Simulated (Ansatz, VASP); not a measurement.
# Te (Tellurium): VASP beside Ansatz, part 2 of 2

Wanted: the spread between two codes on one cell, functional and k mesh.  Valence electrons are named where the data sets of a main pair hold unlike numbers.

VASP 6.6.1 and Ansatz 0.2.0.

So far. Step 2 (VASP: band structure, LDA): Spin-orbit coupling is off here; with elements this heavy it splits and shifts levels by tenths of an eV or more. The PAW data sets were made with PBE, though LDA sets exist; pressures can shift by 1 GPa and more with it. Step 4 (Side by side): The forces differ by 33 meV/Å r.m.s., which is 55.8 % of the r.m.s. force of 0.059 eV/Å (both taken over all components). Among the levels compared at these points, filled levels agree within 36 meV and empty ones within 53 meV.

The database entry behind the starting cell differs from later determinations by our own check (inner coordinate of an old entry), so it need not match the best structure at ambient conditions.

**6. VASP: band structure, PBEsol**

Level of this step: PBEsol; plane waves and PAW (Te) (VASP).

The same path points are solved in both programs, so levels can be compared one by one.

Input file INCAR:

```
SYSTEM = Te
PREC = Accurate
ENCUT = 400
EDIFF = 1E-06
NELM = 100
ISMEAR = 0
SIGMA = 0.02
LREAL = .FALSE.
ALGO = Normal
GGA = PS
NBANDS = 22
LORBIT = 11
LWAVE = .FALSE.
LCHARG = .FALSE.
KPAR = 4
```

Input file POSCAR:

```
Te
1.0
    4.4540000000      0.0000000000      0.0000000000
   -2.2270000000      3.8572771485      0.0000000000
    0.0000000000      0.0000000000      5.9240000000
Te
3
Direct
    0.2690000000      0.0000000000      0.3333333333
    0.0000000000      0.2690000000      0.6666666667
    0.7310000000      0.7310000000      0.0000000000
```

Input file KPOINTS:

```
Automatic mesh
0
Gamma
4 4 3
0 0 0
```

Input file KPOINTS_OPT:

```
Line mode
16
Line-mode
Reciprocal
  0.00000000   0.00000000   0.00000000 GAMMA
  0.50000000   0.00000000   0.00000000 M

  0.50000000   0.00000000   0.00000000 M
  0.33333333   0.33333333   0.00000000 K

  0.33333333   0.33333333   0.00000000 K
  0.00000000   0.00000000   0.00000000 GAMMA

  0.00000000   0.00000000   0.00000000 GAMMA
  0.00000000   0.00000000   0.50000000 A

  0.00000000   0.00000000   0.50000000 A
  0.50000000   0.00000000   0.50000000 L

  0.50000000   0.00000000   0.50000000 L
  0.33333333   0.33333333   0.50000000 H

  0.33333333   0.33333333   0.50000000 H
  0.00000000   0.00000000   0.50000000 A

  0.50000000   0.00000000   0.50000000 L
  0.50000000   0.00000000   0.00000000 M

  0.33333333   0.33333333   0.00000000 K
  0.33333333   0.33333333   0.50000000 H
```

The projector-augmented-wave data sets are Te (PBE family, release 64).

On the command line:

```console
mpirun -np 4 vasp_std
```

Numbers of over 12 decimals in the logs are rounded to 6 here.

The program printed:

```text
[banner, memory and clock lines left out]
running    4 mpi-ranks, on    1 nodes
[...]
[... a notice as in an earlier step ...]

 LDA part: xc-table for (Slater+PW92), standard interpolation
 POSCAR, INCAR and KPOINTS ok, starting setup
[...]
entering main loop
       N       E                     dE             d eps       ncg     rms          rms(c)
DAV:   1     0.572775027846E+02    0.57278E+02   -0.52928E+03   396   0.524E+02
DAV:   2    -0.642244363137E+01   -0.63700E+02   -0.60516E+02   514   0.103E+02
DAV:   3    -0.104748219081E+02   -0.40524E+01   -0.40132E+01   474   0.261E+01
DAV:   4    -0.105487642984E+02   -0.73942E-01   -0.73928E-01   496   0.412E+00
[...]
DAV:  10    -0.105069633784E+02   -0.79760E-05   -0.16719E-05   462   0.217E-02    0.242E-02
DAV:  11    -0.105069595781E+02    0.38003E-05   -0.63580E-06   456   0.123E-02    0.549E-03
DAV:  12    -0.105069595589E+02    0.19241E-07   -0.74074E-07   282   0.414E-03
   1 F= -.10506960E+02 E0= -.10506960E+02  d E =-.322726E-21
 Start KPOINTS_OPT (optional k-point list driver)
k-point batch [1-9\144]
       N       E                     dE             ncg
DAV:   1     0.716709670583E+03   -0.12304E+02      396
DAV:   2     0.124398994302E+03   -0.59231E+03      494
DAV:   3     0.832471953950E+02   -0.41152E+02      438
DAV:   4     0.825427619213E+02   -0.70443E+00      468
DAV:   5     0.825269963349E+02   -0.15766E-01      462
DAV:   6     0.825262875416E+02   -0.70879E-03      522
DAV:   7     0.825262858735E+02   -0.16681E-05      452
DAV:   8     0.825262858503E+02   -0.23199E-07      342
[...]
k-point batch [136-144\144]
       N       E                     dE             ncg
DAV:   1     0.614482802475E+03   -0.37143E+04      396
DAV:   2     0.491719361365E+02   -0.56531E+03      526
DAV:   3     0.171319014758E+02   -0.32040E+02      498
DAV:   4     0.165421194377E+02   -0.58978E+00      516
DAV:   5     0.165284314041E+02   -0.13688E-01      504
DAV:   6     0.165278106391E+02   -0.62077E-03      552
DAV:   7     0.165277984909E+02   -0.12148E-04      488
DAV:   8     0.165277978970E+02   -0.59390E-06      400
```

Parts of OUTCAR (step 6):

```text
  Total       -0.4659148     -0.4659148     -0.5094578      0.0000000     -0.0000000      0.0000000
  in kB       -7.3345081     -7.3345081     -8.0199691      0.0000000     -0.0000000      0.0000000
  external PRESSURE =      -7.5629951 kB  Pullay stress =       0.0000000 kB

 POSITION                                       TOTAL-FORCE (eV/Angst)
 -----------------------------------------------------------------------------------
      1.19813      0.00000      1.97467         0.121648      0.000000     -0.000000
     -0.59906      1.03761      3.94933        -0.060824      0.105350      0.000000
      1.62794      2.81967      0.00000        -0.060824     -0.105350      0.000000
 -----------------------------------------------------------------------------------
    total drift:                                0.000000      0.000000      0.000000

  FREE ENERGIE OF THE ION-ELECTRON SYSTEM (eV)
  ---------------------------------------------------
  free  energy   TOTEN  =       -10.5069595589 eV

  energy  without entropy=      -10.5069595589  energy(sigma->0) =      -10.50695956

[... 2 parts as in an earlier step ...]

[... 1 further part left out ...]
[key lines of the parts left out:]
E-fermi :   5.6960
```

The PAW data sets were made with PBE, which is usual practice but a small mismatch for other functionals.

**7. Ansatz: band structure, PBEsol**

The same cell, functional, mesh and smearing now go to Ansatz, which takes its cutoff from its data sets.

Input file input.yaml:

```yaml
crystal:
  lattice:
    - [4.454, 0.0, 0.0]
    - [-2.227, 3.8572771485, 0.0]
    - [0.0, 0.0, 5.924]
  atoms:
    - { symbol: Te, position: [0.269, 0.0, 0.3333333333] }
    - { symbol: Te, position: [0.0, 0.269, 0.6666666667] }
    - { symbol: Te, position: [0.731, 0.731, 0.0] }
hamiltonian:
  xc: pbesol
  pseudopotentials: { kind: paw }
kpoints:
  mp_grid: { grid: [4, 4, 3] }
  band_path:
    path:
      - [0.0, 0.0, 0.0]
      - [0.13333, 0.0, 0.0]
      - [0.3, 0.0, 0.0]
      - [0.46667, 0.0, 0.0]
      - [0.46667, 0.06667, 0.0]
      - [0.41111, 0.17778, 0.0]
      - [0.35556, 0.28889, 0.0]
      - [0.28889, 0.28889, 0.0]
      - [0.17778, 0.17778, 0.0]
      - [0.06667, 0.06667, 0.0]
      - [0.0, 0.0, 0.03333]
      - [0.0, 0.0, 0.2]
      - [0.0, 0.0, 0.36667]
      - [0.0, 0.0, 0.5]
      - [0.16667, 0.0, 0.5]
      - [0.3, 0.0, 0.5]
      - [0.46667, 0.0, 0.5]
      - [0.46667, 0.06667, 0.5]
      - [0.41111, 0.17778, 0.5]
      - [0.35556, 0.28889, 0.5]
      - [0.33333, 0.33333, 0.5]
      - [0.28889, 0.28889, 0.5]
      - [0.17778, 0.17778, 0.5]
      - [0.06667, 0.06667, 0.5]
      - [0.5, 0.0, 0.46667]
      - [0.5, 0.0, 0.3]
      - [0.5, 0.0, 0.13333]
      - [0.33333, 0.33333, 0.0]
      - [0.33333, 0.33333, 0.16667]
      - [0.33333, 0.33333, 0.33333]
      - [0.33333, 0.33333, 0.46667]
      - [0.33333, 0.33333, 0.5]
    npoints: 1
scf:
  occupations: { method: gaussian, width: 0.02 }
  n_extra_bands: 7
output:
  forces: true
  stress: true
  eigenvalues: true
  write_density: true
  write_potential: true
  elf: true
  volumetric_format: npy
```

On the command line:

```console
ansatz run input.yaml --threads 2 --pin off --max-ram 4608MiB --backend cpu --events-out ev --progress --plain --runs-dir out
```

The program printed:

```text
[...]
Crystal: 3 atoms, lattice volume = 101.776 Å³
Basis set: ecut = 420 eV, 1993 PW (Γ), exchange–correlation on 60×60×80 points (8 copies of the dense FFT grid, shifted against one another)
Bands: 31, of which v1, the nominal top of the filled ones, is band 24 counted from 1 (23 counted from 0)
Symmetry: 6 space group operations
[...]
k-points: 9 of 48 (time reversal used)
[...]
k-point 0: bands = [... 20 lower, 5.8727, 6.9547, 6.9547, 7.7933, 9.6347, 9.6347, 10.2171, 13.5536, ... 3 higher]
  k-point 1: bands = [... 20 lower, 6.1029, 7.2336, 7.3253, 7.7470, 9.1314, 9.2143, 9.4157, 12.7684, ... 3 higher]
  k-point 2: bands = [... 20 lower, 5.2387, 7.0774, 7.6512, 7.8280, 9.4566, 9.6693, 10.5159, 12.3413, ... 3 higher]
  k-point 8: bands = [... 20 lower, 4.5493, 6.2478, 7.6571, 8.3694, 9.3527, 10.1843, 11.2732, 13.3600, ... 3 higher]
[key lines of the parts left out:]
SCF converged after 6 iterations
Free energy (F): -20704.471875 eV
Fermi energy:    8.750852 eV
P = ⅓ Tr σ = -0.8310 GPa (-8.310 kbar)
```

The job ended after 2.2 s (2 threads of Intel Xeon Platinum 8375C at 2.90GHz (Ice Lake), shared host; peak memory 0.48 GiB).

**8. Differences**

What differs besides the data sets and the points named for the pairs above, as far as they apply: the data sets hold 48 valence electrons in Ansatz (on its default PAW (the set named soft_2) files) and 18 in VASP; VASP leaves aspherical gradient terms in its spheres out (LASPH is not set), Ansatz keeps them. Total energies have different zeros and are not compared.

The two programs side by side:

```csv
quantity,Ansatz,VASP,difference
pressure (GPa),-0.83,-0.76,-0.07
gap over the path points (eV),0.117,0.088,+0.029
```

Forces (eV/Å; atoms numbered as in POSCAR):

```csv
atom,"Ansatz x, y, z","VASP x, y, z"
Te1,"0.093, 0.000, 0.000","0.122, 0.000, 0.000"
Te2,"-0.046, 0.080, 0.000","-0.061, 0.105, 0.000"
Te3,"-0.046, -0.080, 0.000","-0.061, -0.105, 0.000"
```

Levels at points of the path, from each program's valence-band top (eV; 4 filled, then empty):

```csv
k (reciprocal lattice),Ansatz,VASP
0.000 0.000 0.000,-2.79 -1.71 -1.71 -0.87 0.97 0.97 1.55,-2.80 -1.72 -1.72 -0.88 0.95 0.95 1.54
0.133 0.000 0.000,-3.04 -1.36 -1.05 -0.68 0.67 0.88 1.41,-3.05 -1.38 -1.05 -0.69 0.65 0.86 1.40
0.300 0.000 0.000,-3.57 -2.09 -0.99 -0.83 0.78 0.97 2.37,-3.58 -2.10 -1.00 -0.84 0.77 0.96 2.37
0.467 0.000 0.000,-3.70 -3.46 -1.06 -0.84 0.78 0.85 2.83,-3.71 -3.47 -1.07 -0.85 0.77 0.84 2.81
0.467 0.067 0.000,-3.61 -3.55 -1.27 -1.12 0.98 1.15 2.97,-3.62 -3.56 -1.28 -1.13 0.97 1.13 2.94
0.411 0.178 0.000,-3.47 -3.41 -2.06 -2.01 1.81 2.15 3.46,-3.47 -3.43 -2.07 -2.02 1.80 2.14 3.45
0.356 0.289 0.000,-3.21 -3.20 -2.83 -2.68 2.65 2.85 3.16,-3.22 -3.21 -2.83 -2.69 2.64 2.84 3.15
0.289 0.289 0.000,-3.34 -2.97 -2.71 -2.56 2.50 2.82 3.01,-3.35 -2.99 -2.71 -2.57 2.48 2.81 3.00
0.178 0.178 0.000,-3.09 -1.98 -1.53 -1.53 1.60 1.63 1.93,-3.10 -1.99 -1.55 -1.54 1.59 1.62 1.93
0.067 0.067 0.000,-2.85 -1.57 -1.00 -0.68 0.64 0.90 1.45,-2.86 -1.58 -1.01 -0.69 0.62 0.88 1.44
```

The forces differ by 17 meV/Å r.m.s., which is 23.8 % of the r.m.s. force of 0.070 eV/Å (both taken over all components). Among the levels compared at these points, filled levels agree within 21 meV and empty ones within 29 meV. Ansatz's pressure holds a Pulay correction of 0.03 GPa; VASP's holds none.

**9. Other set-ups**

Further runs change the set-up of one program: Ansatz's method, potentials or start, or VASP's data sets, cutoff or form of LDA. The table gives Ansatz less VASP for each quantity, since a change that brings one quantity closer may part another.

```csv
run,r.m.s. force difference (meV/Å),pressure (GPa),gap over the path points (eV)
as above,17,-0.075,0.029
cores kept as stored,16,-0.066,0.030
Ansatz's larger PAW set (cutoff 430 eV),18,-0.072,0.032
norm-conserving potentials (cutoff 1120 eV),12,-0.11,0.019
```

**10. VASP: band structure, r2SCAN**

Levels along a path test the potential and the projectors away from the mesh points.

Edit INCAR of step 6 so:

```diff
@@ -9,3 +9,4 @@
 ALGO = Normal
-GGA = PS
+METAGGA = R2SCAN
+LASPH = .TRUE.
 NBANDS = 22
```

POSCAR is that of step 6.

KPOINTS is that of step 6.

KPOINTS_OPT is that of step 6.

On the command line:

```console
mpirun -np 4 vasp_std
```

The program printed:

```text
[banner, memory and clock lines left out]
running    4 mpi-ranks, on    1 nodes
[...]
[... a notice as in an earlier step ...]

 LDA part: xc-table for (None), standard interpolation
 POSCAR, INCAR and KPOINTS ok, starting setup
[...]
entering main loop
       N       E                     dE             d eps       ncg     rms          rms(c)
DAV:   1    -0.986451291141E+01   -0.98645E+01   -0.54615E+03   396   0.541E+02
DAV:   2    -0.751759745929E+02   -0.65311E+02   -0.62053E+02   514   0.106E+02
DAV:   3    -0.791985477828E+02   -0.40226E+01   -0.39832E+01   480   0.264E+01
DAV:   4    -0.792583304818E+02   -0.59783E-01   -0.59771E-01   466   0.384E+00
[...]
DAV:  10    -0.761918070299E+02   -0.14873E-03   -0.14433E-04   426   0.625E-02    0.266E-02
DAV:  11    -0.761918250841E+02   -0.18054E-04   -0.25731E-05   488   0.264E-02    0.700E-03
DAV:  12    -0.761918243038E+02    0.78030E-06   -0.15290E-06   392   0.650E-03
   1 F= -.76191824E+02 E0= -.76191824E+02  d E =-.304483E-14
 Start KPOINTS_OPT (optional k-point list driver)
k-point batch [1-9\144]
       N       E                     dE             ncg
DAV:   1     0.711727391237E+03   -0.17287E+02      396
DAV:   2     0.902088321266E+02   -0.62152E+03      496
DAV:   3     0.484195690106E+02   -0.41789E+02      444
DAV:   4     0.477692304051E+02   -0.65034E+00      462
DAV:   5     0.477554916700E+02   -0.13739E-01      462
DAV:   6     0.477548737019E+02   -0.61797E-03      502
DAV:   7     0.477548676439E+02   -0.60581E-05      458
DAV:   8     0.477548676132E+02   -0.30606E-07      344
[...]
k-point batch [136-144\144]
       N       E                     dE             ncg
DAV:   1     0.605783371434E+03   -0.37230E+04      396
DAV:   2     0.141840976537E+02   -0.59160E+03      526
DAV:   3    -0.182885714151E+02   -0.32473E+02      504
DAV:   4    -0.188222396177E+02   -0.53367E+00      482
DAV:   5    -0.188372721327E+02   -0.15033E-01      504
DAV:   6    -0.188379622038E+02   -0.69007E-03      542
DAV:   7    -0.188379725608E+02   -0.10357E-04      496
DAV:   8    -0.188379730605E+02   -0.49971E-06      366
```

Parts of OUTCAR (step 10):

```text
  Total        0.6993845      0.6993845      0.5324017      0.0000000      0.0000000      0.0000000
  in kB       11.0098271     11.0098271      8.3811561      0.0000000      0.0000000      0.0000000
  external PRESSURE =      10.1336035 kB  Pullay stress =       0.0000000 kB

 POSITION                                       TOTAL-FORCE (eV/Angst)
 -----------------------------------------------------------------------------------
      1.19813      0.00000      1.97467        -0.074469     -0.000000     -0.000000
     -0.59906      1.03761      3.94933         0.037234     -0.064492      0.000000
      1.62794      2.81967      0.00000         0.037234      0.064492      0.000000
 -----------------------------------------------------------------------------------
    total drift:                               -0.000000     -0.000000      0.000000

  FREE ENERGIE OF THE ION-ELECTRON SYSTEM (eV)
  ---------------------------------------------------
  free  energy   TOTEN  =       -76.1918243038 eV

  energy  without entropy=      -76.1918243038  energy(sigma->0) =      -76.19182430

[... 2 parts as in an earlier step ...]

[... 1 further part left out ...]
[key lines of the parts left out:]
E-fermi :   5.6362
```

The run ends at a pressure of 1.01 GPa, with forces up to 0.074 eV/Å.

**11. Ansatz: band structure, r2SCAN**

The same cell, functional, mesh and smearing now go to Ansatz, which takes its cutoff from its data sets.

Edit input.yaml of step 7 so:

```diff
@@ -10,3 +10,3 @@
 hamiltonian:
-  xc: pbesol
+  xc: r2scan
   pseudopotentials: { kind: paw }
@@ -56,5 +56 @@
   eigenvalues: true
-  write_density: true
-  write_potential: true
-  elf: true
-  volumetric_format: npy
```

On the command line:

```console
ansatz run input.yaml --threads 2 --pin off --max-ram 4608MiB --backend cpu --events-out ev --progress --plain --runs-dir out
```

The program printed:

```text
[...]
Crystal: 3 atoms, lattice volume = 101.776 Å³
Basis set: ecut = 500 eV, 2595 PW (Γ), exchange–correlation on 144×144×180 points (64 copies of the dense FFT grid, shifted against one another)
Bands: 31, of which v1, the nominal top of the filled ones, is band 24 counted from 1 (23 counted from 0)
Symmetry: 6 space group operations
[...]
k-point 0: bands = [... 20 lower, 5.7678, 6.8777, 6.8777, 7.6928, 9.7505, 9.7505, 10.3776, 14.0041, ... 3 higher]
  k-point 1: bands = [... 20 lower, 5.9361, 7.0969, 7.2967, 7.6457, 9.2926, 9.3179, 9.6470, 13.2147, ... 3 higher]
  k-point 2: bands = [... 20 lower, 5.0565, 7.0277, 7.5947, 7.7329, 9.6178, 9.8526, 10.6817, 12.7745, ... 3 higher]
  k-point 8: bands = [... 20 lower, 4.3780, 6.1592, 7.6081, 8.3413, 9.5158, 10.3366, 11.4545, 13.8257, ... 3 higher]
[key lines of the parts left out:]
SCF converged after 6 iterations
Free energy (F): -20984.412505 eV
Fermi energy:    8.817368 eV
P = ⅓ Tr σ = 1.0031 GPa (10.031 kbar)
```

The job ended after 4.7 s (2 threads; peak memory 0.69 GiB).

**12. Side by side**

What differs besides the data sets and the points named for the pairs above, as far as they apply: VASP keeps PBE cores, Ansatz makes them for the functional; the data sets hold 48 valence electrons in Ansatz (on its default PAW (the set named soft_2) files) and 18 in VASP; the cutoff is 500 eV in Ansatz and 400 eV in VASP. Total energies have different zeros and are not compared.

Compared:

```csv
quantity,Ansatz,VASP,difference
pressure (GPa),1.00,1.01,-0.01
gap over the path points (eV),0.334,0.304,+0.030
```

Forces (eV/Å; atoms numbered as in POSCAR):

```csv
atom,"Ansatz x, y, z","VASP x, y, z"
Te1,"-0.103, 0.000, 0.000","-0.074, 0.000, 0.000"
Te2,"0.052, -0.089, 0.000","0.037, -0.064, 0.000"
Te3,"0.052, 0.089, 0.000","0.037, 0.064, 0.000"
```

Levels at points of the path, from each program's valence-band top (eV; 4 filled, then empty):

```csv
k (reciprocal lattice),Ansatz,VASP
0.000 0.000 0.000,-2.88 -1.77 -1.77 -0.96 1.10 1.10 1.73,-2.89 -1.78 -1.78 -0.96 1.08 1.08 1.72
0.133 0.000 0.000,-3.19 -1.41 -1.12 -0.75 0.85 1.03 1.58,-3.19 -1.42 -1.12 -0.76 0.83 1.01 1.57
0.300 0.000 0.000,-3.74 -2.13 -1.03 -0.91 0.97 1.17 2.58,-3.75 -2.14 -1.03 -0.91 0.96 1.16 2.57
0.467 0.000 0.000,-3.86 -3.56 -1.10 -0.89 0.98 1.05 3.26,-3.86 -3.57 -1.11 -0.90 0.97 1.04 3.25
0.467 0.067 0.000,-3.77 -3.65 -1.31 -1.16 1.18 1.33 3.39,-3.77 -3.66 -1.32 -1.17 1.17 1.33 3.38
0.411 0.178 0.000,-3.59 -3.51 -2.11 -2.08 2.02 2.35 3.70,-3.60 -3.52 -2.11 -2.08 2.01 2.34 3.69
0.356 0.289 0.000,-3.30 -3.28 -2.89 -2.78 2.86 3.07 3.38,-3.30 -3.29 -2.90 -2.79 2.85 3.06 3.37
0.289 0.289 0.000,-3.43 -3.06 -2.76 -2.66 2.70 3.05 3.23,-3.43 -3.08 -2.76 -2.67 2.69 3.03 3.22
0.178 0.178 0.000,-3.21 -2.05 -1.60 -1.54 1.77 1.84 2.11,-3.22 -2.06 -1.61 -1.54 1.76 1.82 2.10
0.067 0.067 0.000,-2.97 -1.63 -1.06 -0.76 0.82 1.05 1.62,-2.98 -1.64 -1.07 -0.76 0.80 1.03 1.62
```

The forces differ by 17 meV/Å r.m.s., which is 38.7 % of the r.m.s. force of 0.043 eV/Å (both taken over all components). Among the levels compared at these points, filled levels agree within 18 meV and empty ones within 30 meV. Ansatz's pressure holds a Pulay correction of 0.02 GPa; VASP's holds none.

**13. Further runs**

Further runs change the set-up of one program: Ansatz's method, potentials or start, or VASP's data sets, cutoff or form of LDA. The table gives Ansatz less VASP for each quantity, since a change that brings one quantity closer may part another.

```csv
run,r.m.s. force difference (meV/Å),pressure (GPa),gap over the path points (eV)
as above,17,-0.010,0.030
cores kept as stored,16,-0.0080,0.030
Ansatz's larger PAW set (cutoff 430 eV),19,-0.0069,0.033
norm-conserving potentials (cutoff 1230 eV),22,-0.027,0.037
```

**14. Summary of results**

```yaml
r_m_s_force_difference_band_structure_lda: 33 meV/Å
r_m_s_force_difference_band_structure_pbesol: 17 meV/Å
r_m_s_force_difference_band_structure_r2scan: 17 meV/Å
```

**Reading.** The r.m.s. force difference is 33 meV/Å (band structure, LDA), beyond the 12 meV/Å picked in this series as the mark of a large difference. The data sets hold unlike numbers of valence electrons (48 in Ansatz and 18 in VASP), so part of the differences comes from the potentials. Band structure, LDA, norm-conserving potentials (cutoff 1120 eV): the difference in gap over the path points goes from 0.021 to 0.012 eV. Band structure, PBEsol, norm-conserving potentials (cutoff 1120 eV): r.m.s. force difference goes from 17 to 12 meV/Å; the difference in pressure goes from -0.075 to -0.11 GPa; the difference in gap over the path points goes from 0.029 to 0.019 eV. Band structure, r2SCAN, Ansatz's larger PAW set (cutoff 430 eV): the difference in pressure goes from -0.010 to -0.0069 GPa. Band structure, r2SCAN, norm-conserving potentials (cutoff 1230 eV): r.m.s. force difference goes from 17 to 22 meV/Å; the difference in pressure goes from -0.010 to -0.027 GPa. 1 further run of this series is not shown here. Such differences can come from data sets, numerical settings and the points named under the comparisons, not from the functional's error against experiment.

[Lines on the potential files, build, host, timing and source positions are cut from VASP's logs without a mark.]

[Logs are printed without paths, hosts, clocks, repeated set-up lines and the standing remarks that a program may print on its own settings, such as how far it seeks lower states.]

[Hosts, paths, dates, database ids (printed as entryN), source tags and the programs' standing remarks are cut or masked in the printed files.]
